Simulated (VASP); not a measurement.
Calculation: PBEsol GGA, VASP's PBE PAW potentials (set 64) (plane waves; VASP 6.6.1).

VASP input:

File POSCAR:
```
PmF3
4.0968630
 -0.4444283346   0.4444283346   0.7777960845
  0.4444283346  -0.4444283346   0.7777960845
  0.4444283346   0.4444283346  -0.7777960845
Pm F
1 3
Direct
 -0.0019330000  -0.0059830000   0.0000530000
  0.7553330000   0.2528920000   0.5015930000
  0.2455720000   0.7445030000   0.4931160000
  0.5010290000   0.5085880000   0.0052370000
```

File KPOINTS:
```
kpoints
0
Gamma
 5 5 6
0 0 0
```

**INCAR**
```
LMAXMIX = 6
ALGO = Normal   # blocked Davidson
GGA = PS
LORBIT = 11
ENCUT = 400   # plane-wave cut-off (eV)
SYSTEM = PmF3
EDIFF = 1E-6   # SCF stop (eV)
NELM = 100   # most electronic steps
LCHARG = F
ISPIN = 2   # spin-polarised
LASPH = T
LREAL = F   # projection in real space or not
SIGMA = 0.01   # width (eV)
LWAVE = F
ISIF = 2   # forces and stress, cell fixed
PREC = Accurate
ISMEAR = -1
```

POTCAR, in this order: Pm F (PBE.64 set). Program: vasp_std. The INCAR's line for the spin-polarised start is left out here.

Problem. What will the output report for the number of irreducible k-points (NKPTS), largest plane-wave count, number of space-group operations, FFT grid (NGX, NGY, NGZ)?

Solution. 
The number of irreducible k-points (NKPTS) comes out as 76 and the largest plane-wave count is 786. The number of space-group operations is 1. The FFT grid (NGX, NGY, NGZ) is 28 × 28 × 28.

The structure comes from a computed database's PmF3 entry; how it stands against other phases isn't given here. The cell was not relaxed at this level, atoms are displaced from their ideal sites.
